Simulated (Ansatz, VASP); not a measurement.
# Cross-check of InPd between VASP and Ansatz

Aim: how closely do two programs agree when they are given the same cell, functional and k mesh? The cell is taken from a series of VASP runs on this material, whose earlier steps may have relaxed, scaled or displaced it; both programs get it as it stands.

Main program and level: Ansatz 0.2.0; plane waves, with VASP 6.6.1 beside it; zone-centre phonons at PBEsol.

## Step 1: Starting point

Symmetry: Pm-3m, No. 221, cubic system. The conventional cell has a = 3.249 Å, b = 3.249 Å, c = 3.249 Å, α = 90.00°, β = 90.00°, γ = 90.00°. Nearest to In lie 8 Pd at 2.81 Å. Nearest to Pd lie 8 In at 2.81 Å. Farther neighbours are not listed.

As a file:

```cif
data_structure
_symmetry_space_group_name_H-M 'Pm-3m'
_symmetry_Int_Tables_number 221
_cell_length_a 3.2487
_cell_length_b 3.2487
_cell_length_c 3.2487
_cell_angle_alpha 90.000
_cell_angle_beta 90.000
_cell_angle_gamma 90.000
_cell_volume 34.29
loop_
_atom_site_label
_atom_site_type_symbol
_atom_site_symmetry_multiplicity
_atom_site_Wyckoff_symbol
_atom_site_fract_x
_atom_site_fract_y
_atom_site_fract_z
_atom_site_occupancy
In1 In 1 a 0.00000 0.00000 0.00000 1
Pd1 Pd 1 b 0.50000 0.50000 0.50000 1
```

## Step 2: VASP: zone-centre phonons, PBEsol

Second derivatives magnify differences that forces hide, and they need a tight electronic threshold.

Lines of VASP's logs that name or quote its potential files are left out, and so is its time.

INCAR reads:

```
SYSTEM = InPd
PREC = Accurate
ENCUT = 400
EDIFF = 1E-08
NELM = 100
ISMEAR = 1
SIGMA = 0.2
LREAL = .FALSE.
ALGO = Normal
GGA = PS
NBANDS = 17
LASPH = .TRUE.
LORBIT = 11
LWAVE = .FALSE.
LCHARG = .FALSE.
KPAR = 2
IBRION = 8
ISIF = 2
```

POSCAR reads:

```
InPd
1.0
    3.2486621846      0.0000000000      0.0000000000
    0.0000000000      3.2486621846      0.0000000000
    0.0000000000      0.0000000000      3.2486621846
In Pd
1 1
Direct
    0.0000000000      0.0000000000      0.0000000000
    0.5000000000      0.5000000000      0.5000000000
```

KPOINTS reads:

```
Automatic mesh
0
Gamma
12 12 12
0 0 0
```

Potentials, in the order of the species: In_d and Pd (PBE family, release 64).

Launch:

```bash
$ mpirun -np 2 vasp_std
```

Numbers of over 12 decimals in the logs are rounded to 6 here.

Output:

```text
[banner, memory and clock lines left out]
running    2 mpi-ranks, on    1 nodes
 distrk:  each k-point on    1 cores,    2 groups
 distr:  one band on    1 cores,    1 groups

 POSCAR found type information on POSCAR InPd
 POSCAR found :  2 types and       2 ions
|                                                                             |
|               ----> ADVICE to this user running VASP <----                  |
|                                                                             |
|     You enforced a specific xc type in the INCAR file but a different       |
|     [... a line on the potential file left out ...]
|     I HOPE YOU KNOW WHAT YOU ARE DOING!                                     |
|                                                                             |

 LDA part: xc-table for (Slater+PW92), standard interpolation
 POSCAR, INCAR and KPOINTS ok, starting setup
 FFT: planning ... GRIDC
 FFT: planning ... GRID_SOFT
 FFT: planning ... GRID
 WAVECAR not read
 entering main loop
       N       E                     dE             d eps       ncg     rms          rms(c)
DAV:   1     0.139911500678E+03    0.13991E+03   -0.96153E+03  2963   0.146E+03
DAV:   2    -0.366530286296E+01   -0.14358E+03   -0.13852E+03  2918   0.328E+02
DAV:   3    -0.101673068805E+02   -0.65020E+01   -0.64582E+01  3390   0.791E+01
DAV:   4    -0.102970177277E+02   -0.12971E+00   -0.12963E+00  3663   0.991E+00
DAV:   5    -0.103024195965E+02   -0.54019E-02   -0.54016E-02  3863   0.186E+00    0.715E+00
DAV:   6    -0.100561482910E+02    0.24627E+00   -0.72627E-01  3089   0.108E+01    0.315E+00
DAV:   7    -0.100118957045E+02    0.44253E-01   -0.84156E-02  3724   0.542E+00    0.170E+00
DAV:   9    -0.999932435594E+01    0.11326E-02   -0.20932E-03  3688   0.775E-01    0.769E-02
DAV:  10    -0.999930550465E+01    0.18851E-04   -0.42830E-05  4066   0.930E-02    0.231E-02
DAV:  11    -0.999930482919E+01    0.67545E-06   -0.33575E-06  3091   0.174E-02    0.544E-03
DAV:  12    -0.999930512272E+01   -0.29353E-06   -0.45749E-07  3723   0.640E-03    0.111E-03
DAV:  13    -0.999930511598E+01    0.67344E-08   -0.11802E-08  2173   0.119E-03
   1 F= -.99993051E+01 E0= -.99994831E+01  d E =0.533999E-03
 Linear response reoptimize wavefunctions to high precision
DAV:   1    -0.999930509080E+01    0.25186E-07   -0.35072E-09  2488   0.670E-04
DAV:   2    -0.999930509082E+01   -0.20464E-10   -0.27811E-10  1526   0.153E-04
 Linear response DOF=           2
 Linear response progress:
  Degree of freedom:   1/  2
       N       E                     dE             d eps       ncg     rms          rms(c)
RMM:   1    -0.228042649115E+00   -0.22804E+00   -0.17153E-03  8714   0.540E+00
RMM:   2    -0.231459705072E+00   -0.34171E-02   -0.15534E-02 10950   0.104E+00    0.646E-02
RMM:   3    -0.231476090738E+00   -0.16386E-04   -0.16573E-03 11637   0.318E-01    0.332E-02
RMM:   4    -0.231378604434E+00    0.97486E-04   -0.15324E-04 12401   0.111E-01    0.248E-02
RMM:   5    -0.231340874229E+00    0.37730E-04   -0.26488E-05 12733   0.403E-02    0.642E-03
RMM:   6    -0.231337490411E+00    0.33838E-05   -0.39725E-06 12462   0.163E-02    0.233E-03
RMM:   7    -0.231340320732E+00   -0.28303E-05   -0.87782E-07 12781   0.658E-03    0.974E-04
RMM:   8    -0.231342335520E+00   -0.20148E-05   -0.27682E-07 12417   0.312E-03    0.339E-04
RMM:   9    -0.231342399179E+00   -0.63659E-07    0.25107E-08 13098   0.138E-03    0.723E-05
RMM:  10    -0.231342008261E+00    0.39092E-06    0.75568E-08 12934   0.679E-04    0.576E-05
RMM:  11    -0.231341957584E+00    0.50677E-07    0.69705E-08 13503   0.378E-04    0.387E-05
RMM:  12    -0.231341956153E+00    0.14310E-08    0.43246E-08 13346   0.238E-04    0.155E-05
 first order change of Fermi-energy  -0.11986E-03
 force on displaced ion       1 direction 1 :  -4.231  -0.000   0.000
 Linear response progress:
  Degree of freedom:   2/  2
       N       E                     dE             d eps       ncg     rms          rms(c)
RMM:   1    -0.255699854773E+00   -0.25570E+00   -0.23910E-01 12352   0.287E+00
RMM:   2    -0.256229619337E+00   -0.52976E-03   -0.18167E-02 12316   0.818E-01    0.802E-02
RMM:   3    -0.256450670416E+00   -0.22105E-03   -0.14521E-03 12229   0.222E-01    0.474E-02
RMM:   4    -0.256739224270E+00   -0.28855E-03   -0.24521E-04 12301   0.108E-01    0.154E-02
RMM:   5    -0.256786407364E+00   -0.47183E-04   -0.21699E-05 13274   0.360E-02    0.903E-03
RMM:   6    -0.256774223331E+00    0.12184E-04   -0.20153E-06 12124   0.968E-03    0.193E-03
RMM:   7    -0.256767902371E+00    0.63210E-05   -0.37219E-07 13002   0.384E-03    0.148E-03
RMM:   8    -0.256765169892E+00    0.27325E-05   -0.10045E-07 12573   0.139E-03    0.847E-04
RMM:   9    -0.256763854495E+00    0.13154E-05   -0.75617E-08 13644   0.622E-04    0.304E-04
RMM:  10    -0.256764268034E+00   -0.41354E-06   -0.57102E-08 12381   0.399E-04    0.136E-04
RMM:  11    -0.256764252300E+00    0.15735E-07   -0.82541E-08 13942   0.264E-04    0.277E-05
RMM:  12    -0.256764464677E+00   -0.21238E-06   -0.51641E-08 12913   0.204E-04    0.495E-05
RMM:  13    -0.256764561270E+00   -0.96593E-07   -0.69280E-08 13651   0.186E-04    0.171E-05
RMM:  14    -0.256764536486E+00    0.24783E-07   -0.49263E-08 12304   0.175E-04    0.427E-06
RMM:  15    -0.256764528920E+00    0.75668E-08   -0.60772E-08 11125   0.169E-04    0.107E-06
 first order change of Fermi-energy   0.10149E-02
 force on displaced ion       2 direction 1 :  -4.259  -0.000   0.000
 Linear response finished
```

From OUTCAR (step 2):

```text
ion  position               nearest neighbor table
   1  0.000  0.000  0.000-   2 2.81   2 2.81   2 2.81   2 2.81   2 2.81   2 2.81   2 2.81   2 2.81

  LATTYP: Found a simple cubic cell.
 ALAT       =     3.2486621846

 Subroutine GETGRP returns: Found 48 space group operations
 (whereof 48 operations were pure point group operations)

The static configuration has the point symmetry O_h .

 Found     84 irreducible k-points:

   k-points           NKPTS =     84   k-points in BZ     NKDIM =     84   number of bands    NBANDS=     17

   dimension x,y,z NGX =    24 NGY =   24 NGZ =   24
   dimension x,y,z NGXF=    48 NGYF=   48 NGZF=   48

   ENCUT  =  400.0 eV  29.40 Ry    5.42 a.u.   5.30  5.30  5.30*2*pi/ulx,y,z

   NELECT =      23.0000    total number of electrons

 k-points in reciprocal lattice and weights: Automatic mesh
   0.00000000  0.00000000  0.00000000       0.001
   0.08333333  0.00000000  0.00000000       0.003
   0.16666667  0.00000000  0.00000000       0.003
   0.25000000  0.00000000  0.00000000       0.003
   0.33333333  0.00000000  0.00000000       0.003
   0.41666667  0.00000000  0.00000000       0.003
   0.50000000  0.00000000  0.00000000       0.002
   0.08333333  0.08333333  0.00000000       0.007
   0.16666667  0.08333333  0.00000000       0.014
[...]
0.50000000  0.50000000  0.41666667       0.003
   0.50000000  0.50000000  0.50000000       0.001

 average (electrostatic) potential at core
       1 -90.4986       2 -69.9502

  Total       -0.0563674     -0.0563674     -0.0563674      0.0000000     -0.0000000      0.0000000
  in kB       -2.6340570     -2.6340570     -2.6340570      0.0000000     -0.0000000      0.0000000
  external PRESSURE =      -2.6340570 kB  Pullay stress =       0.0000000 kB

  energy-cutoff  :      400.00
  volume of cell :       34.29
      direct lattice vectors                 reciprocal lattice vectors
     3.248662185  0.000000000  0.000000000     0.307819017  0.000000000  0.000000000
     0.000000000  3.248662185  0.000000000     0.000000000  0.307819017  0.000000000
     0.000000000  0.000000000  3.248662185     0.000000000  0.000000000  0.307819017

 POSITION                                       TOTAL-FORCE (eV/Angst)
 -----------------------------------------------------------------------------------
      0.00000      0.00000      0.00000         0.000000      0.000000      0.000000
      1.62433      1.62433      1.62433         0.000000      0.000000      0.000000
 -----------------------------------------------------------------------------------
    total drift:                                0.000000      0.000000     -0.000000

 Eigenvectors and eigenvalues of the dynamical matrix
 ----------------------------------------------------

   1 f  =    4.334561 THz    27.234849 2PiTHz  144.585386 cm-1    17.926295 meV
             X         Y         Z           dx          dy          dz
      0.000000  0.000000  0.000000     0.692367   -0.000000   -0.000000
      1.624331  1.624331  1.624331    -0.721545    0.000000    0.000000

   2 f  =    4.334561 THz    27.234849 2PiTHz  144.585386 cm-1    17.926295 meV
             X         Y         Z           dx          dy          dz
      0.000000  0.000000  0.000000    -0.000000    0.692367   -0.000000
      1.624331  1.624331  1.624331    -0.000000   -0.721545    0.000000

   3 f  =    4.334561 THz    27.234849 2PiTHz  144.585386 cm-1    17.926295 meV
             X         Y         Z           dx          dy          dz
      0.000000  0.000000  0.000000    -0.000000   -0.000000   -0.692367
      1.624331  1.624331  1.624331     0.000000    0.000000    0.721545

   4 f/i=    0.007130 THz     0.044798 2PiTHz    0.237825 cm-1     0.029487 meV
             X         Y         Z           dx          dy          dz
      0.000000  0.000000  0.000000     0.000000   -0.721545    0.000000
      1.624331  1.624331  1.624331     0.000000   -0.692367    0.000000

   5 f/i=    0.007130 THz     0.044798 2PiTHz    0.237825 cm-1     0.029487 meV
             X         Y         Z           dx          dy          dz
      0.000000  0.000000  0.000000    -0.000000   -0.000000   -0.721545
      1.624331  1.624331  1.624331     0.000000    0.000000   -0.692367

   6 f/i=    0.007130 THz     0.044798 2PiTHz    0.237825 cm-1     0.029487 meV
             X         Y         Z           dx          dy          dz
      0.000000  0.000000  0.000000    -0.721545   -0.000000    0.000000
      1.624331  1.624331  1.624331    -0.692367   -0.000000    0.000000

 ELASTIC MODULI CONTR FROM IONIC RELAXATION (kBar)
 Direction    XX          YY          ZZ          XY          YZ          ZX
 --------------------------------------------------------------------------------
 XX           0.0000      0.0000      0.0000      0.0000      0.0000      0.0000
 YY           0.0000      0.0000      0.0000      0.0000      0.0000      0.0000
 ZZ           0.0000      0.0000      0.0000      0.0000      0.0000      0.0000
 XY           0.0000      0.0000      0.0000      0.0000      0.0000      0.0000
 YZ           0.0000      0.0000      0.0000      0.0000      0.0000      0.0000
 ZX           0.0000      0.0000      0.0000      0.0000      0.0000      0.0000
 --------------------------------------------------------------------------------
```

## Step 3: Ansatz: zone-centre phonons, PBEsol

Ansatz runs on its default PAW (the set named soft_2) files.

The same cell, functional, mesh and smearing now go to Ansatz, which takes its cutoff from its data sets.

input.yaml reads:

```yaml
crystal:
  lattice:
    - [3.2486621846, 0.0, 0.0]
    - [0.0, 3.2486621846, 0.0]
    - [0.0, 0.0, 3.2486621846]
  atoms:
    - { symbol: In, position: [0.0, 0.0, 0.0] }
    - { symbol: Pd, position: [0.5, 0.5, 0.5] }
hamiltonian:
  xc: pbesol
  pseudopotentials: { kind: paw }
kpoints:
  mp_grid: { grid: [12, 12, 12] }
scf:
  occupations: { method: methfessel_paxton, width: 0.2 }
phonons:
  method: dfpt
  qpoints: [[0, 0, 0]]
```

Launch:

```bash
$ ansatz run input.yaml --threads 4 --pin off --max-ram 9216MiB --backend cpu --events-out ev --progress --plain --runs-dir out
```

Output:

```text
Engine: ansatz 0.2.0, aarch64-unknown-linux-gnu
Pseudopotentials: kind: paw
Pseudopotential: In, paw, valence charge 13, recommended cutoff 420 eV (normal), In.paw.azcp
Pseudopotential: Pd, paw, valence charge 18, recommended cutoff 420 eV (normal), Pd.paw.azcp
Functional definition: PBEsol
  exchange = pbesol_x
  correlation = pbesol_c
Crystal: 2 atoms, lattice volume = 34.286 Å³
Basis set: ecut = 420 eV, 691 PW (Γ), exchange–correlation on 48×48×48 points (8 copies of the dense FFT grid, shifted against one another)
Bands: 20, of which v1, the nominal top of the filled ones, is band 16 counted from 1 (15 counted from 0)
Symmetry: 48 space group operations
k-points: 196 of 1728 (irreducible under 8 space group operations, time reversal used)
Non-local potential: In, projectors of the file, l = 0: 2, l = 1: 2, l = 2: 2, l = 3: 2
Non-local potential: Pd, projectors of the file, l = 0: 2, l = 1: 2, l = 2: 2, l = 3: 1
PAW form: soft (Blöchl's): semilocal exchange-correlation on the pseudo side does not see the compensation charge
PAW frozen core: In, regenerated for the run's functional, and the local potential with it (the file was generated under x = pbe(κ = 0.804, μ = 0.219515), c = pbe(β = 0.066725))
PAW frozen core: Pd, regenerated for the run's functional, and the local potential with it (the file was generated under x = pbe(κ = 0.804, μ = 0.219515), c = pbe(β = 0.066725))
PAW one-centre angular grid: In, 590 points (default); XC on 64 Gauss nodes
PAW one-centre angular grid: Pd, 590 points (default); XC on 64 Gauss nodes
Initial density: superposition of atomic densities (neutral atoms: chi_scale 0, normalization atom), corrected by the library's trained network
Initial wavefunctions: pseudopotential atomic-orbital guess
Functional: x = pbesol(κ = 0.804, μ = 0.123457), c = pbesol(β = 0.046)
SCF iter   1: F=—  HF=-12433.122345 eV  |F-HF|=—  |Δ(HF+E_count)|=         —  Δρ=8.04e-3  dr2=2.28e-2  ethr=1.77e-3  ⟨swp⟩=5.1  Hψ=17061  notcnv=0
preconditioner: auto → none  [metal: Δε(μ)=0.048 eV  Ē_g=14.581 eV  σ=0.200 eV  W_gap=0.20  n_scr=6 (ndim 8)  ℏωp=30.4 eV  f_vac=0.000  D(μ)=0.77/eV (n_scr^D=6)  sad-step TF]
SCF iter   2: F=—  HF=-12433.118532 eV  |F-HF|=—  |Δ(HF+E_count)|=   3.81e-3  S|Δr|=    0.00e0  Δρ=3.84e-3  dr2=5.98e-3  ethr=7.35e-5  ⟨swp⟩=1.5  Hψ=5901  notcnv=0
SCF iter   3: F=—  HF=-12433.117220 eV  |F-HF|=—  |Δ(HF+E_count)|=   1.31e-3  S|Δr|=    0.00e0  Δρ=4.21e-4  dr2=5.40e-5  ethr=1.93e-5  ⟨swp⟩=2.0  Hψ=4704  notcnv=0  defer=1
SCF iter   4: F=—  HF=-12433.117210 eV  |F-HF|=—  |Δ(HF+E_count)|=   1.00e-5  S|Δr|=    0.00e0  Δρ=1.36e-4  dr2=5.69e-6  ethr=1.74e-7  ⟨swp⟩=2.1  Hψ=5699  notcnv=0  defer=1
SCF iter   5: F=—  HF=-12433.117208 eV  |F-HF|=—  |Δ(HF+E_count)|=   2.00e-6  S|Δr|=    0.00e0  Δρ=2.34e-5  dr2=1.08e-7  ethr=1.84e-8  ⟨swp⟩=2.1  Hψ=5975  notcnv=0  defer=1
SCF iter   6: F=—  HF=-12433.117206 eV  |F-HF|=—  |Δ(HF+E_count)|=   2.16e-6  S|Δr|=    0.00e0  Δρ=2.36e-6  dr2=1.18e-9  ethr=3.49e-10  ⟨swp⟩=2.5  Hψ=5958  notcnv=0  defer=1
SCF iter   7: F=-12433.117206 eV  HF=-12433.117206 eV  |F-HF|=0.00e0  |Δ(HF+E_count)|=  9.46e-11  S|Δr|=    0.00e0  Δρ=2.12e-7  dr2=7.22e-12  ethr=1.00e-12  ⟨swp⟩=4.8  Hψ=20075  notcnv=0
SCF 1 converged in 7 iterations: F = -12433.117206 eV  dr2 = 7.22e-12
  greatest PAW one-centre occupation: 0.999 electrons in one spin orbital (limit 2), on the Pd atom at site 1 (counted from 0), in its partial waves of l = 0
DFPT response loops at Γ: preconditioner auto → Kerker (q_TF=auto, 2.683 Å⁻¹) (partly filled bands, converged f_vac=0.000); β = 1.00, the filter's whole step (`scf.mixing.beta` (0.50) is not read by the response loops under this deck's `scf.mixing.preconditioner`; to damp them name `kerker` or `kerker_dos`, under which they read `scf.mixing.beta`, and type it under 1.00, their step now; both keys bind the ground state too); Broyden in place of MSR1
SCF converged after 7 iterations
Stability not checked: this state was not tested for a lower state beside it, because cold or Methfessel-Paxton smearing, or corrected tetrahedra, fill the levels in a way that the test cannot read (fill_not_monotonic; see scf.lower_state_search)
Free energy (F): -12433.117206 eV
Harris-Foulkes:  -12433.117206 eV  (|F-HF|=0.00e0)
Internal energy: -12433.117744 eV  (E = F + TS)
E sigma→0 (E₀):  -12433.117341 eV
Entropy (-TS):   0.000538 eV (0.269 meV/atom)
Fermi energy:    17.055529 eV
--- Per-component energies (eV) ---
  E_band       = -136.150600
  E_kinetic    = 760.890861
  E_local      = -2858.834875  (includes V_loc(G=0)·N_el)
  E_nonlocal   = 588.594515
  E_hartree    = 1160.997970
  E_xc         = -382.191054
  E_vxc        = -312.586209  (∫ρ·V_xc dr)
  E_paw        = -7771.292229  (= ΣΔE_a)
  E_vpaw       = -636.211060  (= ΣTr[D̂ρ^β])
  E_aug_tail   = 0.000226  (compensation charges beyond the density's cutoff)
  E_ewald      = -3931.821585
  E_core_change = 0.538427  (= ΣΔE_core)
  E_smearing   = 0.000538  (= −TS)
  E_closure    = 0.000000  (closes the sum)
  Σ components = -12433.117206   (vs F -12433.117206, Δ=0.00e0)
--- Band table (eV; the first three rows and the last of 196) ---
  k-point 0: bands = [... 12 lower, 14.7218, 14.7218, 14.7218, 21.2467, 21.2467, 21.2467, 26.6648, 27.7724]
  k-point 1: bands = [... 12 lower, 14.6338, 14.6338, 14.7162, 20.4793, 21.4758, 21.4758, 26.9777, 27.7260]
  k-point 2: bands = [... 12 lower, 14.4121, 14.4121, 14.7009, 18.9653, 22.1200, 22.1200, 27.1241, 27.5939]
  k-point 195: bands = [... 12 lower, 15.3615, 15.3615, 17.0010, 20.8285, 20.8285, 20.8285, 21.5173, 21.5173]
--- Phonons (Γ-DFPT): 2 representative perturbations + reference, on 196 of 1728 k-points (Σ response iterations 7) ---
  k mesh reduced under 8 symmetry operations, with k and −k counted as one. Each operation leaves every solved perturbation unchanged. A smaller set is not used because it would not reduce the number of displacements times k-points to solve
  ASR residual: 5.108e-5 → 0.000e0 eV/Å²; symmetrization residual: 5.197e-6 eV/Å²
  ASR residual per site (eV/Å²): 3.20e-5 5.11e-5
  Γ frequencies (cm⁻¹): 0.00 0.00 0.00 143.74 143.74 143.74
  non-analytic LO–TO correction: not included (Born effective charges unavailable; polar crystals: no LO–TO splitting at Γ)
--- Phonons (arbitrary-q DFPT): 1 explicit q-point ---
  q = [0, 0, 0] (of the zone-centre solve; hermiticity 2.48e-6, symmetrization 2.75e-13): 0.00 0.00 0.00 143.74 143.74 143.74
  sum rule: each row above includes the acoustic sum rule's correction from the zone centre's row sums; it moved no ω² by more than (0.36 cm⁻¹)²
```

It took 17 s on 4 threads of Arm Neoverse N1, shared host; peak memory 0.69 GiB; 64 s of CPU time.

## Step 4: Differences

Known differences besides the potentials themselves: the data sets hold 31 valence electrons in Ansatz (default PAW (the set named soft_2) files) and 23 in VASP; the cutoff is 420 eV in Ansatz and 400 eV in VASP; Ansatz makes its cores anew for this functional, VASP keeps those of its PBE data sets. Total energies have different zeros and are not compared.

Compared:

| quantity | Ansatz | VASP | difference |
| --- | --- | --- | --- |
| optical mode 1 to 3 (cm⁻¹) | 143.7 | 144.6 | -0.58 % |

Modes are paired by rising frequency and degeneracy, not by their patterns, so a pair may still set unlike modes beside each other.

## Step 5: Outcome

```yaml
r_m_s_difference_of_the_optical_zone_centre_modes_each_program_s_sorted_by_frequency_zone_centre_phonons_pbesol: 0.85 cm⁻¹
difference_in_optical_mode_1_to_3_zone_centre_phonons_pbesol: -0.6 %
```

What this shows: The r.m.s. difference of the optical zone-centre modes, each program's sorted by frequency is 0.85 cm⁻¹ (zone-centre phonons, PBEsol). Among the rows given in per cent, the largest difference of the zone-centre phonons, PBEsol pair is in optical mode 1 to 3, -0.6 %. How closely two codes agree says nothing of how well the functional describes the real material.

[Lines on the potential files, build, host, timing and source positions are cut from VASP's logs without a mark.]

[Logs are printed without paths, hosts, clocks, repeated set-up lines and the standing remarks that a program may print on its own settings, such as how far it seeks lower states.]

[Hosts, paths, dates, database ids (printed as entryN), source tags and the programs' standing remarks are cut or masked in the printed files.]
